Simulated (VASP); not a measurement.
Zn2CdSeS2:

```
CELL_PARAMETERS angstrom
3.56943 0.00000 0.00000
0.00000 5.94316 0.00000
0.00000 0.00000 7.34027
ATOMIC_POSITIONS crystal
Zn 0.00000 0.00000 0.82428
Zn 0.00000 0.00000 0.17572
Cd 0.00000 0.50000 0.00000
Se 0.00000 0.00000 0.50000
S 0.50000 0.50000 0.70038
S 0.50000 0.50000 0.29962
```

The cell was built by a generator and needn't be a form met in nature.

* Program: VASP 6.6.1
* Task: relaxation of cell and atoms
* Functional: PBE
* Potentials or basis: VASP PAW PBE potentials, release 64 (Zn, Cd, Se, S)
* Cutoff: 520 eV
* k mesh: 4 × 3 × 2
* Occupations: gaussian, width 0.15 eV
* Spin: no spin polarisation

At the start: pressure -5.8 GPa; volume 25.95 Å³/atom.

Problem. How do energy, volume and symmetry change on relaxing?

Solution. Over 22 steps the energy falls by 188.7 meV/atom and the volume is 21.63 Å³/atom (-16.7 %); space group Pmmm (No. 47, to 0.05 Å).

The path:
| step | energy change (eV) | largest force (eV/Å) | pressure (GPa) | volume (Å³) |
| --- | --- | --- | --- | --- |
| 1 | 0.0000 | 1.4617 | -5.83 | 155.71 |
| 2 | -0.6571 | 0.9339 | 0.56 | 135.27 |
| 3 | -0.6566 | 0.9422 | 0.98 | 135.08 |
| 4 | -0.8048 | 0.6175 | 1.15 | 133.46 |
| 5 | -0.8152 | 0.8812 | 2.05 | 132.80 |
| 6 | -0.9490 | 0.4407 | 0.29 | 137.30 |
| 7 | -0.9749 | 0.2604 | -1.13 | 140.28 |
| 8 | -1.0040 | 0.1612 | -0.03 | 137.49 |
| 9 | -1.0121 | 0.3626 | 0.70 | 135.19 |
| 10 | -1.0307 | 0.3725 | 0.42 | 134.50 |
| 11 | -1.0717 | 0.3038 | -0.11 | 132.32 |
| 12 | -1.0835 | 0.2522 | -0.01 | 127.57 |
| 13 | -1.0958 | 0.1151 | 0.08 | 127.49 |
| 14 | -1.1103 | 0.2353 | -0.18 | 127.20 |
| 15 | -1.1195 | 0.2159 | 0.49 | 126.54 |
| 16 | -1.1198 | 0.2038 | 0.41 | 126.48 |
| 17 | -1.1270 | 0.1712 | -0.16 | 127.62 |
| 18 | -1.1303 | 0.1396 | -0.22 | 128.42 |
| 19 | -1.1324 | 0.0752 | -0.50 | 130.03 |
| 20 | -1.1320 | 0.1061 | -0.04 | 129.23 |
| 21 | -1.1324 | 0.0884 | -0.13 | 129.64 |
| 22 | -1.1324 | 0.0707 | -0.20 | 129.78 |

Final structure:
```
CELL_PARAMETERS angstrom
3.36653 0.00000 0.00000
0.00000 5.05519 0.00000
0.00000 0.00000 7.62557
ATOMIC_POSITIONS crystal
Zn 0.00000 0.00000 0.82272
Zn 0.00000 0.00000 0.17728
Cd 0.00000 0.50000 0.00000
Se 0.00000 0.00000 0.50000
S 0.50000 0.50000 0.74728
S 0.50000 0.50000 0.25272
```

Caveat: the k mesh is coarse (spacing up to 0.44 Å⁻¹), so the values aren't converged; the volume moved by over 15 % at a fixed basis, so the end points are rough; the relaxation stopped at a loose force limit of 0.08 eV/Å, so its end isn't a converged minimum.
